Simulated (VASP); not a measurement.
# Zr2Ni: structure and properties in VASP, part 7 of 17

Aim: relax Zr2Ni, then compute properties on the relaxed cell. The start is a cell from a database of measured crystal structures.

VASP 6.6.1, plane waves and PAW; the level of theory is named at each step.

So far. Step 6 (Magnetic start: antiferromagnetic, q = (1/2, 0, 0)): The energy lies -0.4 meV an atom from the first pattern, and both runs end without moments, so a difference comes from cell, mesh or thresholds alone. The moments fall under 0.1 μB, and the mesh shows no gap. Step 7 (The orders side by side): All patterns lost their moments. Runs that ended non-magnetic differ by up to 0.7 meV an atom among themselves, which can come from the unlike meshes of the cells or from a run that isn't fully settled.

## Step 8: Relaxing cell and atoms (r2SCAN + rVV10)

This step: r2SCAN with rVV10, zero-moment start; plane waves and PAW (Zr_sv, Ni) (VASP 6.6.1).

System of this step: Zr2Ni. The structure is tetragonal, space group I4/mcm (No. 140). Conventional cell: a = 6.477 Å, b = 6.477 Å, c = 5.241 Å, α = 90.00°, β = 90.00°, γ = 90.00°. Nearest to Zr lie 4 Ni at 2.76 Å and 3 Zr at 2.98 to 3.07 Å. Nearest to Ni lie 2 Ni at 2.62 Å and 8 Zr at 2.76 Å. Farther neighbours are not listed.

Properties are meant for the cell that this level of theory prefers, so cell and atoms are relaxed first (ISIF = 3) until forces and stress are small; EDIFFG sets the threshold.

The input, INCAR:

```
SYSTEM = Zr2Ni
PREC = Accurate
ENCUT = 400
EDIFF = 1E-06
NELM = 100
ISMEAR = 1
SIGMA = 0.2
LREAL = .FALSE.
ALGO = Normal
METAGGA = R2SCAN
LUSE_VDW = .TRUE.
IVDW_NL = 2
BPARAM = 11.95
CPARAM = 0.0093
LASPH = .TRUE.
NBANDS = 45
ISPIN = 2
MAGMOM = -0 -0 -0 -0 0 0
LMAXMIX = 4
LORBIT = 11
LWAVE = .FALSE.
LCHARG = .FALSE.
KPAR = 8
IBRION = 2
NSW = 60
ISIF = 3
EDIFFG = -0.01
```

The input, POSCAR:

```
Zr2Ni
1.0
   -3.2385000000      3.2385000000      2.6205000000
    3.2385000000     -3.2385000000      2.6205000000
    3.2385000000      3.2385000000     -2.6205000000
Zr Ni
4 2
Direct
    0.6629000000      0.1629000000      0.8258000000
    0.1629000000      0.3371000000      0.5000000000
    0.3371000000      0.8371000000      0.1742000000
    0.8371000000      0.6629000000      0.5000000000
    0.2500000000      0.2500000000      0.0000000000
    0.7500000000      0.7500000000      0.0000000000
```

The input, KPOINTS:

```
Automatic mesh
0
Gamma
7 7 7
0 0 0
```

Potentials, in the order of the species: Zr_sv and Ni (PBE family, release 64).

On the command line:

```
> mpirun -np 8 vasp_std
```

Output:

```text
[... set-up lines as in an earlier step ...]
 entering main loop
       N       E                     dE             d eps       ncg     rms          rms(c)
Total rVV10 correction in eV:      1.4611731    70.4878365
Total rVV10 correction in eV:      1.4611731    70.4878365
Total rVV10 correction in eV:      1.4611731    70.4878365
Total rVV10 correction in eV:      1.4611731    70.4878365
Total rVV10 correction in eV:      1.4611731    70.4878365
Total rVV10 correction in eV:      1.4611731    70.4878365
Total rVV10 correction in eV:      1.4611731    70.4878365
Total rVV10 correction in eV:      1.4611731    70.4878365
DAV:   1     0.671378386307E+03    0.67138E+03   -0.28569E+04  7200   0.143E+03
DAV:   2    -0.597012097280E+02   -0.73108E+03   -0.70885E+03  7832   0.447E+02
DAV:   3    -0.137861058767E+03   -0.78160E+02   -0.74055E+02 10850   0.138E+02
DAV:   4    -0.147844247237E+03   -0.99832E+01   -0.97939E+01 11608   0.399E+01
DAV:   5    -0.148467626225E+03   -0.62338E+00   -0.62269E+00 11564   0.949E+00    0.381E+01
Total rVV10 correction in eV:      1.3427127    70.4878388
Total rVV10 correction in eV:      1.3427127    70.4878388
Total rVV10 correction in eV:      1.3427127    70.4878388
Total rVV10 correction in eV:      1.3427127    70.4878388
Total rVV10 correction in eV:      1.3427127    70.4878388
Total rVV10 correction in eV:      1.3427127    70.4878388
Total rVV10 correction in eV:      1.3427127    70.4878388
Total rVV10 correction in eV:      1.3427127    70.4878388
DAV:   6    -0.137198155894E+03    0.11269E+02   -0.17736E+02  8336   0.154E+02    0.448E+01
Total rVV10 correction in eV:      1.3665399    70.4878402
Total rVV10 correction in eV:      1.3665399    70.4878402
Total rVV10 correction in eV:      1.3665399    70.4878402
Total rVV10 correction in eV:      1.3665399    70.4878402
Total rVV10 correction in eV:      1.3665399    70.4878402
Total rVV10 correction in eV:      1.3665399    70.4878402
Total rVV10 correction in eV:      1.3665399    70.4878402
Total rVV10 correction in eV:      1.3665399    70.4878402
DAV:   7    -0.116327101676E+03    0.20871E+02   -0.52563E+01  9206   0.527E+01    0.110E+01
Total rVV10 correction in eV:      1.3638440    70.4878398
Total rVV10 correction in eV:      1.3638440    70.4878398
Total rVV10 correction in eV:      1.3638440    70.4878398
Total rVV10 correction in eV:      1.3638440    70.4878398
Total rVV10 correction in eV:      1.3638440    70.4878398
Total rVV10 correction in eV:      1.3638440    70.4878398
Total rVV10 correction in eV:      1.3638440    70.4878398
Total rVV10 correction in eV:      1.3638440    70.4878398
DAV:   8    -0.115971980745E+03    0.35512E+00   -0.12759E+01 10025   0.338E+01    0.116E+01
Total rVV10 correction in eV:      1.3435648    70.4878392
Total rVV10 correction in eV:      1.3435648    70.4878392
Total rVV10 correction in eV:      1.3435648    70.4878392
Total rVV10 correction in eV:      1.3435648    70.4878392
Total rVV10 correction in eV:      1.3435648    70.4878392
Total rVV10 correction in eV:      1.3435648    70.4878392
Total rVV10 correction in eV:      1.3435648    70.4878392
Total rVV10 correction in eV:      1.3435648    70.4878392
DAV:   9    -0.115491541180E+03    0.48044E+00   -0.56714E+00 10809   0.240E+01    0.407E+00
Total rVV10 correction in eV:      1.3431135    70.4878396
Total rVV10 correction in eV:      1.3431135    70.4878396
Total rVV10 correction in eV:      1.3431135    70.4878396
Total rVV10 correction in eV:      1.3431135    70.4878396
Total rVV10 correction in eV:      1.3431135    70.4878396
Total rVV10 correction in eV:      1.3431135    70.4878396
Total rVV10 correction in eV:      1.3431135    70.4878396
Total rVV10 correction in eV:      1.3431135    70.4878396
DAV:  10    -0.115450182558E+03    0.41359E-01   -0.47773E-01 10159   0.385E+00    0.255E+00
Total rVV10 correction in eV:      1.3412996    70.4878396
Total rVV10 correction in eV:      1.3412996    70.4878396
Total rVV10 correction in eV:      1.3412996    70.4878396
Total rVV10 correction in eV:      1.3412996    70.4878396
Total rVV10 correction in eV:      1.3412996    70.4878396
Total rVV10 correction in eV:      1.3412996    70.4878396
Total rVV10 correction in eV:      1.3412996    70.4878396
Total rVV10 correction in eV:      1.3412996    70.4878396
DAV:  11    -0.115435192202E+03    0.14990E-01   -0.13827E-01 10289   0.335E+00    0.542E-01
Total rVV10 correction in eV:      1.3425783    70.4878395
Total rVV10 correction in eV:      1.3425783    70.4878395
Total rVV10 correction in eV:      1.3425783    70.4878395
Total rVV10 correction in eV:      1.3425783    70.4878395
Total rVV10 correction in eV:      1.3425783    70.4878395
Total rVV10 correction in eV:      1.3425783    70.4878395
Total rVV10 correction in eV:      1.3425783    70.4878395
Total rVV10 correction in eV:      1.3425783    70.4878395
DAV:  12    -0.115437927616E+03   -0.27354E-02   -0.23700E-02  9898   0.788E-01    0.260E-01
Total rVV10 correction in eV:      1.3431077    70.4878395
Total rVV10 correction in eV:      1.3431077    70.4878395
Total rVV10 correction in eV:      1.3431077    70.4878395
Total rVV10 correction in eV:      1.3431077    70.4878395
Total rVV10 correction in eV:      1.3431077    70.4878395
Total rVV10 correction in eV:      1.3431077    70.4878395
Total rVV10 correction in eV:      1.3431077    70.4878395
Total rVV10 correction in eV:      1.3431077    70.4878395
DAV:  13    -0.115437913507E+03    0.14109E-04   -0.86839E-04 10779   0.154E-01    0.113E-01
Total rVV10 correction in eV:      1.3434137    70.4878395
Total rVV10 correction in eV:      1.3434137    70.4878395
Total rVV10 correction in eV:      1.3434137    70.4878395
Total rVV10 correction in eV:      1.3434137    70.4878395
Total rVV10 correction in eV:      1.3434137    70.4878395
Total rVV10 correction in eV:      1.3434137    70.4878395
Total rVV10 correction in eV:      1.3434137    70.4878395
Total rVV10 correction in eV:      1.3434137    70.4878395
DAV:  14    -0.115437917295E+03   -0.37874E-05   -0.12252E-04  9740   0.673E-02    0.801E-02
Total rVV10 correction in eV:      1.3433750    70.4878395
Total rVV10 correction in eV:      1.3433750    70.4878395
Total rVV10 correction in eV:      1.3433750    70.4878395
Total rVV10 correction in eV:      1.3433750    70.4878395
Total rVV10 correction in eV:      1.3433750    70.4878395
Total rVV10 correction in eV:      1.3433750    70.4878395
Total rVV10 correction in eV:      1.3433750    70.4878395
Total rVV10 correction in eV:      1.3433750    70.4878395
DAV:  15    -0.115437879096E+03    0.38199E-04   -0.60984E-05 10148   0.808E-02    0.237E-02
[...]
Total rVV10 correction in eV:      1.3237447    70.4878370
Total rVV10 correction in eV:      1.3237447    70.4878370
Total rVV10 correction in eV:      1.3237447    70.4878370
Total rVV10 correction in eV:      1.3237447    70.4878370
Total rVV10 correction in eV:      1.3237447    70.4878370
Total rVV10 correction in eV:      1.3237447    70.4878370
Total rVV10 correction in eV:      1.3237447    70.4878370
DAV:   9    -0.115436912506E+03   -0.70286E-04   -0.91027E-05 10482   0.440E-02    0.353E-02
Total rVV10 correction in eV:      1.3238131    70.4878370
Total rVV10 correction in eV:      1.3238131    70.4878370
Total rVV10 correction in eV:      1.3238131    70.4878370
Total rVV10 correction in eV:      1.3238131    70.4878370
Total rVV10 correction in eV:      1.3238131    70.4878370
Total rVV10 correction in eV:      1.3238131    70.4878370
Total rVV10 correction in eV:      1.3238131    70.4878370
Total rVV10 correction in eV:      1.3238131    70.4878370
DAV:  10    -0.115436916195E+03   -0.36887E-05   -0.18640E-05  9455   0.261E-02    0.383E-03
Total rVV10 correction in eV:      1.3238241    70.4878370
Total rVV10 correction in eV:      1.3238241    70.4878370
Total rVV10 correction in eV:      1.3238241    70.4878370
Total rVV10 correction in eV:      1.3238241    70.4878370
Total rVV10 correction in eV:      1.3238241    70.4878370
Total rVV10 correction in eV:      1.3238241    70.4878370
Total rVV10 correction in eV:      1.3238241    70.4878370
Total rVV10 correction in eV:      1.3238241    70.4878370
DAV:  11    -0.115436916267E+03   -0.72288E-07   -0.80991E-07  4739   0.705E-03
Total rVV10 correction in eV:      1.3238591    70.4878370
Total rVV10 correction in eV:      1.3238591    70.4878370
Total rVV10 correction in eV:      1.3238591    70.4878370
Total rVV10 correction in eV:      1.3238591    70.4878370
Total rVV10 correction in eV:      1.3238591    70.4878370
Total rVV10 correction in eV:      1.3238591    70.4878370
Total rVV10 correction in eV:      1.3238591    70.4878370
Total rVV10 correction in eV:      1.3238591    70.4878370
Total rVV10 correction in eV:      1.3238391    70.4878370
Total rVV10 correction in eV:      1.3238391    70.4878370
Total rVV10 correction in eV:      1.3238391    70.4878370
Total rVV10 correction in eV:      1.3238391    70.4878370
Total rVV10 correction in eV:      1.3238391    70.4878370
Total rVV10 correction in eV:      1.3238391    70.4878370
Total rVV10 correction in eV:      1.3238391    70.4878370
Total rVV10 correction in eV:      1.3238391    70.4878370
   2 F= -.11543692E+03 E0= -.11543581E+03  d E =0.959213E-03  mag=     0.0000
[...]
3 F= -.11544606E+03 E0= -.11544535E+03  d E =-.818085E-02  mag=    -0.0000
[...]
4 F= -.11544691E+03 E0= -.11544644E+03  d E =-.853922E-03  mag=    -0.0000
[...]
5 F= -.11544715E+03 E0= -.11544685E+03  d E =-.109771E-02  mag=     0.0000
[...]
6 F= -.11544717E+03 E0= -.11544694E+03  d E =-.111811E-02  mag=     0.0000
[...]
7 F= -.11544717E+03 E0= -.11544694E+03  d E =-.111846E-02  mag=    -0.0000
[...]
8 F= -.11544725E+03 E0= -.11544702E+03  d E =-.766352E-04  mag=     0.0000
 trial-energy change:   -0.000077  1 .order   -0.000079   -0.000098   -0.000060
 step:   2.7808(harm=  2.7808)  dis= 0.00094  next Energy=  -115.447302 (dE=-0.127E-03)
 bond charge predicted
       N       E                     dE             d eps       ncg     rms          rms(c)
Total rVV10 correction in eV:      1.3347170    70.4878384
Total rVV10 correction in eV:      1.3347170    70.4878384
Total rVV10 correction in eV:      1.3347170    70.4878384
Total rVV10 correction in eV:      1.3347170    70.4878384
Total rVV10 correction in eV:      1.3347170    70.4878384
Total rVV10 correction in eV:      1.3347170    70.4878384
Total rVV10 correction in eV:      1.3347170    70.4878384
Total rVV10 correction in eV:      1.3347170    70.4878384
DAV:   1    -0.115447753754E+03   -0.50168E-03   -0.54594E-02  7200   0.144E+00    0.196E-01
Total rVV10 correction in eV:      1.3350630    70.4878384
Total rVV10 correction in eV:      1.3350630    70.4878384
Total rVV10 correction in eV:      1.3350630    70.4878384
Total rVV10 correction in eV:      1.3350630    70.4878384
Total rVV10 correction in eV:      1.3350630    70.4878384
Total rVV10 correction in eV:      1.3350630    70.4878384
Total rVV10 correction in eV:      1.3350630    70.4878384
Total rVV10 correction in eV:      1.3350630    70.4878384
DAV:   2    -0.115447971844E+03   -0.21809E-03   -0.47360E-03  9487   0.742E-01    0.279E-01
Total rVV10 correction in eV:      1.3348710    70.4878384
Total rVV10 correction in eV:      1.3348710    70.4878384
Total rVV10 correction in eV:      1.3348710    70.4878384
Total rVV10 correction in eV:      1.3348710    70.4878384
Total rVV10 correction in eV:      1.3348710    70.4878384
Total rVV10 correction in eV:      1.3348710    70.4878384
Total rVV10 correction in eV:      1.3348710    70.4878384
Total rVV10 correction in eV:      1.3348710    70.4878384
DAV:   3    -0.115447400759E+03    0.57108E-03   -0.28248E-03 11055   0.580E-01    0.113E-01
Total rVV10 correction in eV:      1.3349981    70.4878384
Total rVV10 correction in eV:      1.3349981    70.4878384
Total rVV10 correction in eV:      1.3349981    70.4878384
Total rVV10 correction in eV:      1.3349981    70.4878384
Total rVV10 correction in eV:      1.3349981    70.4878384
Total rVV10 correction in eV:      1.3349981    70.4878384
Total rVV10 correction in eV:      1.3349981    70.4878384
Total rVV10 correction in eV:      1.3349981    70.4878384
DAV:   4    -0.115447284412E+03    0.11635E-03   -0.42672E-04  9862   0.184E-01    0.269E-02
Total rVV10 correction in eV:      1.3349764    70.4878384
Total rVV10 correction in eV:      1.3349764    70.4878384
Total rVV10 correction in eV:      1.3349764    70.4878384
Total rVV10 correction in eV:      1.3349764    70.4878384
Total rVV10 correction in eV:      1.3349764    70.4878384
Total rVV10 correction in eV:      1.3349764    70.4878384
Total rVV10 correction in eV:      1.3349764    70.4878384
Total rVV10 correction in eV:      1.3349764    70.4878384
DAV:   5    -0.115447286212E+03   -0.17996E-05   -0.31118E-05 10642   0.376E-02    0.143E-02
Total rVV10 correction in eV:      1.3349543    70.4878384
Total rVV10 correction in eV:      1.3349543    70.4878384
Total rVV10 correction in eV:      1.3349543    70.4878384
Total rVV10 correction in eV:      1.3349543    70.4878384
Total rVV10 correction in eV:      1.3349543    70.4878384
Total rVV10 correction in eV:      1.3349543    70.4878384
Total rVV10 correction in eV:      1.3349543    70.4878384
Total rVV10 correction in eV:      1.3349543    70.4878384
DAV:   6    -0.115447285568E+03    0.64396E-06   -0.35321E-06  6644   0.121E-02
Total rVV10 correction in eV:      1.3349707    70.4878384
Total rVV10 correction in eV:      1.3349707    70.4878384
Total rVV10 correction in eV:      1.3349707    70.4878384
Total rVV10 correction in eV:      1.3349707    70.4878384
Total rVV10 correction in eV:      1.3349707    70.4878384
Total rVV10 correction in eV:      1.3349707    70.4878384
Total rVV10 correction in eV:      1.3349707    70.4878384
Total rVV10 correction in eV:      1.3349707    70.4878384
Total rVV10 correction in eV:      1.3349562    70.4878384
Total rVV10 correction in eV:      1.3349562    70.4878384
Total rVV10 correction in eV:      1.3349562    70.4878384
Total rVV10 correction in eV:      1.3349562    70.4878384
Total rVV10 correction in eV:      1.3349562    70.4878384
Total rVV10 correction in eV:      1.3349562    70.4878384
Total rVV10 correction in eV:      1.3349562    70.4878384
Total rVV10 correction in eV:      1.3349562    70.4878384
   9 F= -.11544729E+03 E0= -.11544707E+03  d E =-.110768E-03  mag=    -0.0000
 curvature:  -1.51 expect dE=-0.813E-05 dE for cont linesearch -0.338E-06
 trial: gam= 0.11284 g(F)=  0.855E-07 g(S)=  0.531E-05 ort =-0.471E-05 (trialstep = 0.141E+01)
 search vector abs. value=  0.559E-05
 reached required accuracy - stopping structural energy minimisation
```

The job ended after 11 min (8 MPI ranks of Intel Xeon 6975P-C (Granite Rapids), shared host; peak memory 5 GiB; 84 min of CPU time).

From OUTCAR (step 8):

```text
   k-points           NKPTS =     40   k-points in BZ     NKDIM =     40   number of bands    NBANDS=     45

   NELECT =      68.0000    total number of electrons

 E-fermi :   9.4913

 spin component 1
 k-point     1 :       0.0000    0.0000    0.0000
  band No.  band energies     occupation
    ...
     29       8.5067      1.00000
     30       8.5067      1.00000
     31       8.5587      1.00000
     32       9.3119      1.01088
     33       9.3119      1.01087
     34       9.5809      0.15977
     35       9.6342      0.03506
     36       9.8761     -0.01013
     37       9.8761     -0.01013
     38      10.0582     -0.00023
    ...

 k-point     2 :       0.1429    0.0000    0.0000
  band No.  band energies     occupation
    ...
     30       8.5439      1.00000
     31       8.6269      1.00000
     32       8.7623      1.00000
     33       9.0332      1.00280
     34       9.0842      1.00712
     35       9.8544     -0.01383
     36      10.0559     -0.00024
     37      10.1248     -0.00004
     38      10.6290     -0.00000
     39      11.2398     -0.00000
    ...

  Total        0.0173096      0.0173096      0.0078036      0.0000000     -0.0000000     -0.0000000
  in kB        0.2552129      0.2552129      0.1150565      0.0000000     -0.0000000     -0.0000000
  external PRESSURE =       0.2084941 kB  Pullay stress =       0.0000000 kB

 POSITION                                       TOTAL-FORCE (eV/Angst)
 -----------------------------------------------------------------------------------
      1.05851      4.28333     -0.00000        -0.000471     -0.000471      0.000000
      2.16632      1.05851     -0.00000         0.000471     -0.000471      0.000000
      2.16632     -1.05851      2.61230         0.000471      0.000471     -0.000000
      1.05851      2.16632      2.61230        -0.000471      0.000471      0.000000
      0.00000      0.00000      1.30615        -0.000000      0.000000      0.000000
      0.00000      0.00000      3.91845        -0.000000     -0.000000      0.000000
 -----------------------------------------------------------------------------------
    total drift:                               -0.000000     -0.000000      0.000000

  FREE ENERGIE OF THE ION-ELECTRON SYSTEM (eV)
  ---------------------------------------------------
  free  energy   TOTEN  =      -115.4472855677 eV

  energy  without entropy=     -115.4466513137  energy(sigma->0) =     -115.44707415

 reached required accuracy - stopping structural energy minimisation

 magnetization (x)
# of ion       s       p       d       tot
------------------------------------------
    1       -0.000  -0.000  -0.000  -0.000
    2       -0.000  -0.000  -0.000  -0.000
    3       -0.000  -0.000  -0.000  -0.000
    4       -0.000  -0.000  -0.000  -0.000
    5       -0.000  -0.000  -0.000  -0.000
    6       -0.000  -0.000  -0.000  -0.000
--------------------------------------------------
tot         -0.000  -0.000  -0.000  -0.000

[... 6 parts as in an earlier step ...]

[... 12 further parts left out ...]
```

CONTCAR:

```
Zr2Ni
   1.00000000000000
    -3.2248219807191236    3.2248219807191236    2.6123026764054846
     3.2248219807191236   -3.2248219807191236    2.6123026764054846
     3.2248219807191236    3.2248219807191236   -2.6123026764054846
  Zr              Ni
     4     2
Direct
     0.6641183882103134    0.1641183882103135    0.8282367764206270
     0.1641183882103135    0.3358816117896865    0.5000000000000000
     0.3358816117896865    0.8358816117896866    0.1717632235793731
     0.8358816117896866    0.6641183882103134    0.5000000000000000
     0.2500000000000000    0.2500000000000000    0.0000000000000000
     0.7500000000000000    0.7500000000000000    0.0000000000000000
```

This run allows spin, but its moments start at zero, where symmetry between the spins tends to hold them, which is where the search above led. The run keeps the 16 symmetry operations of its start, so it cannot find a distortion of lower symmetry.

Step by step:

| step | energy less that of the first step (eV) | largest force (eV/Å) | pressure (GPa) | volume (Å³) |
| --- | --- | --- | --- | --- |
| 1 | 0.0000 | 0.1276 | -1.63 | 109.93 |
| 2 | 0.0010 | 0.0183 | 2.07 | 107.00 |
| 3 | -0.0082 | 0.0757 | 0.10 | 108.48 |
| 4 | -0.0090 | 0.0378 | 0.03 | 108.55 |
| 5 | -0.0093 | 0.0131 | 0.06 | 108.59 |
| 6 | -0.0093 | 0.0018 | 0.02 | 108.61 |
| 7 | -0.0093 | 0.0032 | 0.01 | 108.61 |
| 8 | -0.0094 | 0.0019 | 0.03 | 108.63 |
| 9 | -0.0094 | 0.0007 | 0.02 | 108.67 |

| conventional cell, symmetrised | before | after | change |
| --- | --- | --- | --- |
| a (Å) | 6.477 | 6.450 | -0.4 % |
| b (Å) | 6.477 | 6.450 | -0.4 % |
| c (Å) | 5.241 | 5.225 | -0.3 % |
| volume (Å³/atom) | 18.32 | 18.11 | -1.2 % |

The atoms that moved most (Å, as changes of fractional coordinates times the final cell):

| atom | dx | dy | dz | length |
| --- | --- | --- | --- | --- |
| Zr1 | 0.008 | 0.008 | 0.000 | 0.011 |
| Zr2 | -0.008 | 0.008 | 0.000 | 0.011 |
| Zr3 | -0.008 | -0.008 | 0.000 | 0.011 |
| Zr4 | 0.008 | -0.008 | 0.000 | 0.011 |

The relaxed structure:

```
Zr Ni
1.0
    -3.22482    3.22482    2.61230
     3.22482   -3.22482    2.61230
     3.22482    3.22482   -2.61230
Zr Ni
4 2
Direct
  0.66412 0.16412 0.82824
  0.16412 0.33588 0.50000
  0.33588 0.83588 0.17176
  0.83588 0.66412 0.50000
  0.25000 0.25000 0.00000
  0.75000 0.75000 0.00000
```

Numbers from this step:

```yaml
electrons: 68
bands: 45
irreducible_k_points: 40
symmetry_operations: 16
free_energy_toten: -115.4473 eV
energy_at_zero_smearing: -115.4471 eV
fermi_energy: 9.491 eV
pressure: 0.02085 GPa
scf_cycles_over_all_ionic_steps: 73
```

It ends with a largest force of 0.001 eV/Å and a pressure of 0.02 GPa.

(Part 7 of 17 ends here.)

[Lines on the potential files, build, host, timing and source positions are cut from VASP's logs without a mark.]

[Logs are printed without paths, hosts, clocks, repeated set-up lines and the standing remarks that a program may print on its own settings, such as how far it seeks lower states.]

[Hosts, paths, dates, database ids (printed as entryN), source tags and the programs' standing remarks are cut or masked in the printed files.]

[A measured line is paired with the nearest computed mode of its activity, which favours agreement.]

[In band tables of VASP the shares of atoms and orbitals are scaled to a sum of 1 inside the atoms' spheres.]
